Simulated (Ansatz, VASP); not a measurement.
# CrAgO2: VASP beside Ansatz

One calculation is typed for both programs; each brings its own data sets and cutoff. How far apart do they land?

Main program and level: Ansatz 0.2.0; plane waves, with VASP 6.6.1 beside it; relaxation of cell and atoms at PBEsol.

## Step 1: Starting point

It takes space group R-3m (No. 166, trigonal). The conventional cell has a = 2.985 Å, b = 2.985 Å, c = 18.510 Å, α = 90.00°, β = 90.00°, γ = 120.00°. Cr has 6 O at 2.00 Å nearest. Nearest to Ag lie 2 O at 2.07 Å. Nearest to O lie 3 Cr at 2.00 Å and 1 Ag at 2.07 Å. Farther neighbours and most contacts between anions are not listed.

## Step 2: Ansatz: relaxation of cell and atoms, PBEsol

Ansatz runs on its default PAW (the set named soft_2) files.

The relaxed volume is the usual yardstick between codes: its relative difference is about their pressure difference at one cell divided by the bulk modulus.

File input.yaml:

```yaml
crystal:
  lattice:
    - [1.4925, 0.8616952768, 6.17]
    - [-1.4925, 0.8616952768, 6.17]
    - [0.0, -1.7233905535, 6.17]
  atoms:
    - { symbol: Cr, position: [0.5, 0.5, 0.5], spin: 3.0 }
    - { symbol: Ag, position: [0.0, 0.0, 0.0] }
    - { symbol: O, position: [0.1119, 0.1119, 0.1119] }
    - { symbol: O, position: [0.8881, 0.8881, 0.8881] }
hamiltonian:
  xc: pbesol
  pseudopotentials: { kind: paw }
magnetization:
  spin_polarized: true
kpoints:
  mp_grid: { grid: [10, 10, 10] }
scf:
  occupations: { method: fermi_dirac, width: 0.05 }
relax:
  f_tol: 0.01
  max_steps: 60
  cell: { stress_tol: 0.05 }
output:
  forces: true
  stress: true
```

On the command line:

```
ansatz run input.yaml --threads 4 --pin off --max-ram 9216MiB --backend cpu --events-out ev --progress --plain --runs-dir out
```

Numbers of over 12 decimals in the logs are rounded to 6 here.

Output:

```text
basis.fft_grid_basis auto: the FFT boxes are laid along the combinations [[1, 0, -1], [0, 1, -1], [0, 0, 1]] of the cell's own vectors, 2.985, 2.985 and 6.406 Å long. The dense box has 20×20×45 points. Along the cell's own vectors, as sized, it would have 45×45×45, 5.06 times as many. Of the 12 symmetry operations that the crystal satisfies within crystal.symmetry.tolerance (time reversal apart; of a slab, those that [...]
Engine: ansatz 0.2.0, aarch64-unknown-linux-gnu
Pseudopotentials: kind: paw
Pseudopotential: Cr, paw, valence charge 14, recommended cutoff 420 eV (normal), Cr.paw.azcp
Pseudopotential: Ag, paw, valence charge 19, recommended cutoff 420 eV (normal), Ag.paw.azcp
Pseudopotential: O, paw, valence charge 6, recommended cutoff 420 eV (normal), O.paw.azcp
Functional definition: PBEsol
  exchange = pbesol_x
  correlation = pbesol_c
Crystal: 4 atoms, lattice volume = 47.611 Å³
Basis set: ecut = 420 eV, 915 PW (Γ), FFT grids on a1−a3, a2−a3, a3, exchange–correlation on 40×40×90 points (8 copies of the dense FFT grid, shifted against one another)
Bands: 29, of which v1, the nominal top of the filled ones, is band 23 counted from 1 (22 counted from 0)
Symmetry: 12 space group operations
Space group: R-3m (ITA 166), of the structure as read, at distance tolerance 3.6e-5 Å
Magnetic group: BNS 166.97 (UNI 1327), of the structure as read, at distance tolerance 3.6e-5 Å
k-points: 116 of 1000
Non-local potential: Cr, projectors of the file, l = 0: 3, l = 1: 2, l = 2: 3, l = 3: 1
Non-local potential: Ag, projectors of the file, l = 0: 3, l = 1: 2, l = 2: 2, l = 3: 1
Non-local potential: O, projectors of the file, l = 0: 2, l = 1: 2, l = 2: 1
PAW form: soft (Blöchl's): semilocal exchange-correlation on the pseudo side does not see the compensation charge
PAW frozen core: Cr, regenerated for the run's functional, and the local potential with it (the file was generated under x = pbe(κ = 0.804, μ = 0.219515), c = pbe(β = 0.066725))
PAW frozen core: Ag, regenerated for the run's functional, and the local potential with it (the file was generated under x = pbe(κ = 0.804, μ = 0.219515), c = pbe(β = 0.066725))
PAW frozen core: O, regenerated for the run's functional, and the local potential with it (the file was generated under x = pbe(κ = 0.804, μ = 0.219515), c = pbe(β = 0.066725))
PAW one-centre angular grid: Cr, 590 points (default); XC on 64 Gauss nodes
PAW one-centre angular grid: Ag, 590 points (default); XC on 64 Gauss nodes
PAW one-centre angular grid: O, 110 points (default); XC on 64 Gauss nodes
Initial density: superposition of atomic densities (chi_scale 0.1, normalization cell, long waves kept (reshape's long-wave potential 0.55 eV rms))
Starting moments: Σ|m| = 3 μB on 1 of 4 sites
Initial wavefunctions: pseudopotential atomic-orbital guess
Functional: x = pbesol(κ = 0.804, μ = 0.123457), c = pbesol(β = 0.046)
SCF iter   1: F=—  HF=-11993.907080 eV  |F-HF|=—  |Δ(HF+E_count)|=         —  Δρ=4.35e-2 (↑4.35e-2 ↓3.89e-2)  dr2=3.08e0  dr2_m=1.92e-1  M=2.833 μB ∫|m|=2.918 μB  β_m=0.30  ethr=3.10e-3  ⟨swp⟩=5.0  Hψ=23013  notcnv=0
Mixer restart at iter 1: flushing history
preconditioner: auto → Kerker (q_TF=auto, 2.703 Å⁻¹)  [metal: Δε(μ)=0.013 eV  Ē_g=10.770 eV  σ=0.050 eV  W_gap=0.06  n_scr=16 (ndim 8)  ℏωp=29.0 eV  f_vac=0.000  D(μ)=1.92/eV (n_scr^D=16)]
spin=Collinear: Kerker preconditioning applied to the charge; magnetization (m = ρ↑ − ρ↓) channel mixes plain (no charge-response kernel on spin).
SCF iter   2: F=—  HF=-11993.598253 eV  |F-HF|=—  |Δ(HF+E_count)|=   3.09e-1  Δρ=2.95e-2 (↑2.95e-2 ↓2.80e-2)  dr2=1.38e0  dr2_m=1.50e-1  M=2.942 μB ∫|m|=3.005 μB  β_m=0.59  ethr=3.10e-3  ⟨swp⟩=2.0  Hψ=9939  notcnv=0  defer=167
SCF iter   3: F=—  HF=-11993.396210 eV  |F-HF|=—  |Δ(HF+E_count)|=   2.02e-1  Δρ=7.61e-3 (↑7.28e-3 ↓7.61e-3)  dr2=2.84e-1  dr2_m=8.36e-3  M=2.996 μB ∫|m|=3.064 μB  β_m=0.66  ethr=3.06e-3  ⟨swp⟩=2.0  Hψ=8501  notcnv=0  defer=168
SCF iter   4: F=—  HF=-11993.346115 eV  |F-HF|=—  |Δ(HF+E_count)|=         —  Δρ=3.45e-3 (↑3.45e-3 ↓3.41e-3)  dr2=7.63e-2  dr2_m=6.54e-4  M=2.999 μB ∫|m|=3.076 μB  β_m=0.66  ethr=6.31e-4  ⟨swp⟩=2.0  Hψ=9846  notcnv=0  defer=197
Mixer restart at iter 4: flushing history
SCF iter   5: F=—  HF=-11993.343793 eV  |F-HF|=—  |Δ(HF+E_count)|=   2.32e-3  Δρ=2.22e-3 (↑2.11e-3 ↓2.22e-3)  dr2=3.61e-2  dr2_m=1.21e-4  M=3.000 μB ∫|m|=3.077 μB  β_m=0.83  ethr=1.70e-4  ⟨swp⟩=2.0  Hψ=8022  notcnv=0  defer=203
SCF iter   6: F=—  HF=-11993.337373 eV  |F-HF|=—  |Δ(HF+E_count)|=   6.42e-3  Δρ=9.41e-4 (↑9.10e-4 ↓9.41e-4)  dr2=5.11e-3  dr2_m=1.40e-5  M=3.000 μB ∫|m|=3.077 μB  β_m=0.81  ethr=8.01e-5  ⟨swp⟩=2.2  Hψ=9005  notcnv=0  defer=203
SCF iter   7: F=—  HF=-11993.336159 eV  |F-HF|=—  |Δ(HF+E_count)|=   1.21e-3  Δρ=8.58e-4 (↑8.58e-4 ↓5.32e-4)  dr2=9.99e-4  dr2_m=1.95e-5  M=3.000 μB ∫|m|=3.076 μB  β_m=0.91  ethr=1.14e-5  ⟨swp⟩=1.8  Hψ=8964  notcnv=0  defer=203
SCF iter   8: F=—  HF=-11993.336150 eV  |F-HF|=—  |Δ(HF+E_count)|=   9.48e-6  Δρ=4.00e-4 (↑4.00e-4 ↓1.83e-4)  dr2=1.21e-4  dr2_m=1.38e-5  M=3.000 μB ∫|m|=3.076 μB  β_m=0.83  ethr=2.22e-6  ⟨swp⟩=2.3  Hψ=12085  notcnv=0  defer=203
SCF iter   9: F=—  HF=-11993.336119 eV  |F-HF|=—  |Δ(HF+E_count)|=   3.06e-5  Δρ=9.22e-5 (↑9.22e-5 ↓8.04e-5)  dr2=2.75e-5  dr2_m=9.54e-8  M=3.000 μB ∫|m|=3.076 μB  β_m=0.79  ethr=2.69e-7  ⟨swp⟩=2.0  Hψ=10781  notcnv=0  defer=203
SCF iter  10: F=—  HF=-11993.336287 eV  |F-HF|=—  |Δ(HF+E_count)|=   1.68e-4  Δρ=5.02e-5 (↑5.02e-5 ↓2.69e-5)  dr2=1.57e-6  dr2_m=1.45e-7  M=3.000 μB ∫|m|=3.076 μB  β_m=0.86  ethr=6.12e-8  ⟨swp⟩=2.7  Hψ=11598  notcnv=0  defer=203
SCF iter  11: F=—  HF=-11993.336288 eV  |F-HF|=—  |Δ(HF+E_count)|=   5.86e-7  Δρ=1.34e-5 (↑1.34e-5 ↓8.33e-6)  dr2=1.42e-7  dr2_m=1.07e-8  M=3.000 μB ∫|m|=3.076 μB  β_m=0.93  ethr=3.48e-9  ⟨swp⟩=2.3  Hψ=10963  notcnv=0  defer=203
SCF iter  12: F=—  HF=-11993.336288 eV  |F-HF|=—  |Δ(HF+E_count)|=   4.19e-8  Δρ=3.54e-6 (↑3.48e-6 ↓3.54e-6)  dr2=2.38e-8  dr2_m=5.24e-10  M=3.000 μB ∫|m|=3.076 μB  β_m=0.94  ethr=3.15e-10  ⟨swp⟩=2.2  Hψ=11300  notcnv=0  defer=203
SCF iter  13: F=-11993.336288 eV  HF=-11993.336288 eV  |F-HF|=2.29e-9  |Δ(HF+E_count)|=   1.99e-9  Δρ=1.52e-6 (↑1.52e-6 ↓1.31e-6)  dr2=4.70e-9  dr2_m=1.47e-11  M=3.000 μB ∫|m|=3.076 μB  ethr=5.30e-11  ⟨swp⟩=1.8  Hψ=18646  notcnv=0
SCF 1 converged in 13 iterations: F = -11993.336288 eV  dr2 = 4.70e-9
  greatest PAW one-centre occupation: 1.001 electrons in one spin orbital (limit 2), on the Ag atom at site 1 (counted from 0), in its partial waves of l = 0
relax step   1: F+E_penalty+E_count = -11993.33628772 eV  Δ(F+E_penalty+E_count) = +0.000e0 eV  max|allowed force component| = 6.666e-1 eV/Å  Δτ_max = 0.0000 Å  P = -3.438 GPa  Ω = 47.611 Å³  (13 SCF iters, dr2 threshold 1.00e-7 eV, accepted)
[... from here on, the SCF cycles and remarks between the steps are left out ...]
relax step   2: F+E_penalty+E_count = -11993.35867131 eV  Δ(F+E_penalty+E_count) = -2.238e-2 eV  max|allowed force component| = 2.918e-1 eV/Å  Δτ_max = 0.0167 Å  P = -1.469 GPa  Ω = 47.231 Å³  energy of the carried Pulay correction = +1.429e-3 eV  (8 SCF iters, dr2 threshold 4.00e-7 eV, accepted)
relax step   3: F+E_penalty+E_count = -11993.36565695 eV  Δ(F+E_penalty+E_count) = -6.986e-3 eV  max|allowed force component| = 8.604e-3 eV/Å  Δτ_max = 0.0101 Å  P = +0.226 GPa  Ω = 46.847 Å³  energy of the carried Pulay correction = +2.887e-3 eV  (9 SCF iters, dr2 threshold 4.00e-7 eV, accepted)
relax step   4: F+E_penalty+E_count = -11993.36542869 eV  Δ(F+E_penalty+E_count) = +2.283e-4 eV  max|allowed force component| = 5.769e-3 eV/Å  Δτ_max = 0.0009 Å  P = -0.079 GPa  Ω = 46.926 Å³  energy of the carried Pulay correction = +2.587e-3 eV  (6 SCF iters, dr2 threshold 4.00e-7 eV, accepted)
relax step   5: F+E_penalty+E_count = -11993.36553124 eV  Δ(F+E_penalty+E_count) = -1.025e-4 eV  max|allowed force component| = 5.454e-4 eV/Å  Δτ_max = 0.0004 Å  P = +0.001 GPa  Ω = 46.901 Å³  energy of the carried Pulay correction = +2.681e-3 eV  (6 SCF iters, dr2 threshold 2.30e-8 eV, accepted)
relax step   6: F+E_penalty+E_count = -11993.36303054 eV  Δ(F+E_penalty+E_count) = +2.501e-3 eV  max|allowed force component| = 6.156e-4 eV/Å  Δτ_max = 0.0000 Å  P = -0.087 GPa  Ω = 46.901 Å³  stress off target by 8.77e-2 GPa  SCF on the basis re-selected at this cell (its energy is not comparable with the rows above)  (9 SCF iters)
relax step   7: F+E_penalty+E_count = -11993.36313330 eV  Δ(F+E_penalty+E_count) = -1.028e-4 eV  max|allowed force component| = 1.344e-4 eV/Å  Δτ_max = 0.0002 Å  P = -0.002 GPa  Ω = 46.876 Å³  energy of the carried Pulay correction = +9.575e-5 eV  (7 SCF iters, dr2 threshold 1.92e-8 eV, accepted)
relax step   8: F+E_penalty+E_count = -11993.36301706 eV  Δ(F+E_penalty+E_count) = +1.162e-4 eV  max|allowed force component| = 1.205e-4 eV/Å  Δτ_max = 0.0000 Å  P = -0.003 GPa  Ω = 46.876 Å³  stress off target by 4.05e-3 GPa  SCF on the basis re-selected at this cell (its energy is not comparable with the rows above)  (6 SCF iters)
basis re-selected at this cell: Δ(F+E_penalty+E_count) = +1.162e-4 eV, ΔP = -0.002 GPa vs the last step (what re-selecting the basis moved, of the pressure what is left beyond the Pulay correction that the steps carried, after the strain that the cell walked since its last selection, with what the two solves' SCF thresholds leave and, on support functions, any second-order correction that the steps lacked; it is no m [...]
SCF converged after 6 iterations
Magnetization: 2.9990 μB (23.9995 up, 21.0005 down)
Absolute magnetization: 3.0615 μB (∫|ρ↑−ρ↓|, with the PAW one-centre terms)
Spin contamination: 0.0208 ħ² per cell (⟨S²⟩ above its minimum at these occupations)
Per-site moments (μB) at R_I (Å): [(2.354912, 0.814677), (0.021475, 0.863064), (0.00807655, 0.814677), (0.00807655, 0.814677)]
Free energy (F): -11993.363017 eV
Harris-Foulkes:  -11993.363017 eV  (|F-HF|=9.09e-12)
Internal energy: -11993.362741 eV  (E = F + TS)
E sigma→0 (E₀):  -11993.362879 eV
Entropy (-TS):   -0.000276 eV (-0.069 meV/atom)
Fermi energy:    13.523061 eV
--- Per-component energies (eV) ---
  E_band       = -500.720904
  E_kinetic    = 1216.969476
  E_local      = -4580.437254  (includes V_loc(G=0)·N_el)
  E_nonlocal   = 263.158651
  E_hartree    = 1958.833421
  E_xc         = -465.753830
  E_vxc        = -595.990482  (∫ρ·V_xc dr)
  E_paw        = -5307.830802  (= ΣΔE_a)
  E_vpaw       = -722.093827  (= ΣTr[D̂ρ^β])
  E_aug_tail   = 0.005570  (compensation charges beyond the density's cutoff)
  E_ewald      = -5078.861288
  E_core_change = 0.553314  (= ΣΔE_core)
  E_smearing   = -0.000276  (= −TS)
  E_closure    = -0.000000  (closes the sum)
  Σ components = -11993.363017   (vs F -11993.363017, Δ=0.00e0)
--- Forces (eV/Å), atoms counted from 1 ---
  atom   1  Cr    -0.00000000    -0.00000000    -0.00000000
  atom   2  Ag    -0.00000000     0.00000000     0.00000000
  atom   3  O      0.00000000     0.00000000     0.00012047
  atom   4  O      0.00000000    -0.00000000    -0.00012047
  max |Σ_I F_I| component: 3.16e-30 eV/Å
--- Stress (GPa, compression-positive) ---
       -0.004054       0.000000      -0.000000
        0.000000      -0.004054       0.000000
       -0.000000       0.000000      -0.002380
  P = ⅓ Tr σ = -0.0035 GPa (-0.035 kbar)
--- Relaxed structure (6 steps of the walk, 6 accepted, 2 SCFs on fresh bases) ---
  F+E_penalty+E_count = -11993.36301706 eV   max|allowed force component| = 1.205e-4 eV/Å   (the final SCF, on the basis selected at the relaxed cell)
  cell:  # Å, volume = 46.8764 Å³
    - [1.483115, 0.856277, 6.151970]
    - [-1.483115, 0.856277, 6.151970]
    - [0, -1.712554, 6.151970]
  atoms:
    - { symbol: Cr, position: [0.500000, 0.500000, 0.500000] }
    - { symbol: Ag, position: [0, 0, 0] }
    - { symbol: O, position: [0.113366, 0.113366, 0.113366] }
    - { symbol: O, position: [0.886634, 0.886634, 0.886634] }
```

It took 39 s on 4 threads of Arm Neoverse V1, shared host; peak memory 0.56 GiB.

[end of part 1 of 2]

[Lines on the potential files, build, host, timing and source positions are cut from VASP's logs without a mark.]

[Logs are printed without paths, hosts, clocks, repeated set-up lines and the standing remarks that a program may print on its own settings, such as how far it seeks lower states.]

[Hosts, paths, dates, database ids (printed as entryN), source tags and the programs' standing remarks are cut or masked in the printed files.]
